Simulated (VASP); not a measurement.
An input for Ansatz (written as the equivalent of a VASP run, and not itself run):

Ansatz 0.2 input:
```yaml
crystal:
  lattice:
    - [1.4965651, -2.5921271, 0.0000000]
    - [1.4965651, 2.5921271, 0.0000000]
    - [0.0000000, 0.0000000, 5.8510064]
  atoms:
    - { symbol: Cd, position: [0.3333330, 0.6666670, 0.2500000] }
    - { symbol: Cd, position: [0.6666670, 0.3333330, 0.7500000] }
kpoints:
  mp_grid: { grid: [14, 14, 6] }
hamiltonian:
  xc: pbe
  pseudopotentials: { kind: paw }
scf:
  occupations: { method: methfessel_paxton, width: 0.1 }
  max_iter: 100
output: { forces: true, stress: true, eigenvalues: true }
```

Translate this input to VASP (INCAR, KPOINTS, POSCAR, choice of POTCAR).

This is not unique; one that fits is 
### INCAR
```
ALGO  =  Normal
EDIFF  =  1E-7
ENCUT  =  480
GGA  =  PE
ISIF  =  2
ISMEAR  =  1
LASPH  =  .True.
LCHARG  =  .False.
LMAXMIX  =  4
LREAL  =  .False.
LWAVE  =  .False.
NELM  =  100
PREC  =  Accurate
SIGMA  =  0.1
SYSTEM  =  Cd
```

### KPOINTS
```
K-points
0
G
 14 14 6
```

POSCAR:
```
Cd
2.993130
  0.5000000286  -0.8660255537   0.0000000000
  0.5000000286   0.8660255537   0.0000000000
  0.0000000000   0.0000000000   1.9548119768
Cd
2
direct
  0.3333330000   0.6666670000   0.2500000000
  0.6666670000   0.3333330000   0.7500000000
```

POTCAR, in this order: Cd (PBE.64 set). Program: vasp_std.

What does not carry over: each code has its own PAW files, so the cut-off isn't converted (ENCUT is set for VASP's; basis.ecutwfc is left out, and Ansatz then takes the one that its files recommend); Ansatz stops its SCF on the density residual and VASP on the energy change (EDIFF).

The compound is Cd in the hcp structure. It was relaxed first, which changed the volume by +5 %.
